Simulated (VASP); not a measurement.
GaAs: relaxation of cell and atoms with LDA

GaAs:

```
Ga As
1.0
     0.00000    2.83500    2.83500
     2.83500    0.00000    2.83500
     2.83500    2.83500    0.00000
Ga As
1 1
Direct
  0.00000 0.00000 0.00000
  0.25000 0.25000 0.25000
```

The cell was built by a generator and needn't be a form met in nature.

* Program: VASP 6.6.1
* Task: relaxation of cell and atoms
* Functional: LDA
* Potentials or basis: VASP PAW LDA potentials, release 64 (Ga_d, As)
* Cutoff: 600 eV
* k mesh: 10 × 10 × 10
* Occupations: gaussian, width 0.02 eV
* Spin: no spin polarisation
* Further INCAR settings: ALGO = Fast; EDIFF = 1e-07; IBRION = 2; EDIFFG = -0.005; NSW = 60; ISIF = 3

```json
{
 "Relaxed volume": "22.08 Å³/atom",
 "Relaxed cell": "a = 3.967 Å, b = 3.967 Å, c = 3.967 Å, α = 60.00°, β = 60.00°, γ = 60.00°",
 "Space group after relaxing (to 0.05 Å)": "F-43m (No. 216)",
 "Energy gained by relaxing": "5.0 meV/atom",
 "Ionic steps": "3",
 "Pressure after relaxing": "0.0 GPa",
 "Band gap on the k mesh": "0.51 eV, direct"
}
```

The path:
| step | energy change (eV) | largest force (eV/Å) | pressure (GPa) | volume (Å³) |
| --- | --- | --- | --- | --- |
| 1 | 0.0000 | 0.0000 | -2.19 | 45.57 |
| 2 | -0.0080 | 0.0000 | 1.03 | 43.55 |
| 3 | -0.0100 | 0.0000 | 0.02 | 44.15 |

Final structure:
```
Ga As
1.0
     0.00000    2.80526    2.80526
     2.80526    0.00000    2.80526
     2.80526    2.80526    0.00000
Ga As
1 1
Cartesian
  0.0000 0.0000 0.0000
  1.4026 1.4026 1.4026
```

Levels at points of the mesh, in eV from the valence-band top:
```csv
k point,band 5,band 6,band 7,band 8,band 9,band 10,band 11,band 12,band 13
"(0.00, 0.00, 0.00)",-14.89,-12.93,0.00,0.00,0.00,0.51,3.68,3.68,3.68
"(0.50, 0.00, 0.00)",-14.88,-11.10,-6.82,-1.18,-1.18,0.93,4.59,4.59,7.59
"(0.50, 0.50, 0.00)",-14.87,-10.32,-6.98,-2.77,-2.77,1.30,1.54,10.23,10.23
```

Run time: 27 s on 1 thread of Intel(R) Xeon(R) 6975P-C (Granite Rapids), with other jobs on the host, peak memory 0.18 GiB.

A k mesh can miss the band edges.
